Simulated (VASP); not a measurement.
Input:

```yaml
crystal:
  lattice:
    - [2.87257, 0.00000, 0.00000]
    - [0.00000, 2.87257, 0.00000]
    - [0.00000, 0.00000, 3.58092]
  atoms:
    - { symbol: Cu, position: [0.00000, 0.00000, 0.00000] }
    - { symbol: Au, position: [0.50000, 0.50000, 0.50000] }
```

Computed with PBE GGA with D3 dispersion (Becke-Johnson damping), VASP's PBE PAW potentials (set 64) (plane waves; VASP). Run with 520 eV cut-off, 13×13×10 Γ-centred mesh, first-order Methfessel-Paxton smearing of 0.10 eV, potentials Cu Au.

Unless said otherwise, spin-orbit coupling is left out, though it shifts the bands of the heavy elements here.

What does the run give for the energy per atom (σ→0), pressure, band gap (on the k-mesh) with the smallest direct gap where there is one?

band gap (on the k-mesh): none (metal, semimetal or under 0.01 eV)
energy per atom (σ→0): -4.130 eV/atom
pressure: -4.47 GPa

The compound is CuAu in the L1_0 structure. This cell is one point of a volume scan, at 1.03 of the reference volume.
